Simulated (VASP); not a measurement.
Input:

```
As
1.0
    3.48127    -1.84884    -0.04262
    3.48127     1.84884    -0.04262
    2.53685     0.00000     3.01723
As
2
Direct
  0.22942   0.22942   0.22942
  0.77058   0.77058   0.77058
```

The numbers are results of MS2 meta-GGA, VASP's PBE PAW potentials (set 64) (plane waves; VASP 6.6.1), not measurements. Numerical set-up: 520 eV cut-off, 12×12×12 Γ-centred mesh, first-order Methfessel-Paxton smearing of 0.10 eV, potentials As.

Problem. The ions and cell shape at fixed volume are relaxed. What does this cell relax into?

Solution. 
```
As
1.0
    3.41669    -1.86902    -0.07475
    3.41669     1.86902    -0.07475
    2.46196     0.00000     3.01850
As
2
Direct
  0.23240   0.23240   0.23240
  0.76760   0.76760   0.76760
```
Space group R-3m (166), at a tolerance of 0.03 Å.

Problem. How much energy does the relaxation gain?

Solution. The energy (σ→0) changes by -8.3 meV/atom, in 5 ionic steps.

The compound is As in the a7 structure. This cell is one point of a volume scan, at 0.94 of the reference volume. Symmetry was kept, so distortions that lower it aren't found.
